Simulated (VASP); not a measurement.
Here is the system:

```
CELL_PARAMETERS angstrom
     -1.54294     1.54294     2.41450
      1.54294    -1.54294     2.41450
      1.54294     1.54294    -2.41450
ATOMIC_POSITIONS crystal
  In 0.00000 0.00000 0.00000
```

Method: PBE GGA, VASP's PBE PAW potentials (set 64) (plane waves; VASP). Settings: 500 eV cut-off, 16×16×16 Γ-centred mesh, first-order Methfessel-Paxton smearing of 0.10 eV, potentials In_d.

Energy and stress use the plane-wave basis of the starting cell.

Task: The ions, cell shape and volume at an external pressure of 20.0 GPa are relaxed. Which structure does the run end with?

Result: 
```
CELL_PARAMETERS angstrom
     -1.51327     1.51327     2.27311
      1.51327    -1.51327     2.27311
      1.51327     1.51327    -2.27311
ATOMIC_POSITIONS crystal
  In 0.00000 0.00000 0.00000
```
Space group I4/mmm (139), at a tolerance of 0.03 Å.

Task: How do energy and volume change from the first to the last step?

Result: The energy (σ→0) changes by +196.5 meV/atom and the volume by -9.4 %, in 16 ionic steps.

```tsv
step	E(σ→0) (eV)	max force (eV/Å)	pressure (GPa)	volume (Å³)
1	-2.4437	0.000	9.99	22.99
2	-1.8381	0.000	38.75	18.54
3	-2.2553	0.000	19.72	20.90
4	-2.2503	0.000	19.95	20.86
5	-2.2451	0.000	20.19	20.82
6	-2.2440	0.000	20.23	20.80
7	-2.2424	0.000	20.29	20.79
8	-2.2418	0.000	20.31	20.78
9	-2.2406	0.000	20.35	20.77
10	-2.2383	0.000	20.45	20.75
11	-2.2329	0.000	20.63	20.71
12	-2.2370	0.000	20.51	20.74
13	-2.2352	0.000	20.55	20.73
14	-2.2362	0.000	20.55	20.73
15	-2.2748	0.000	18.60	21.05
16	-2.2472	0.000	19.99	20.82
```

The compound is In in the bct structure. This run relaxes it under an external pressure of 20 GPa. Symmetry was kept, so distortions that lower it aren't found.
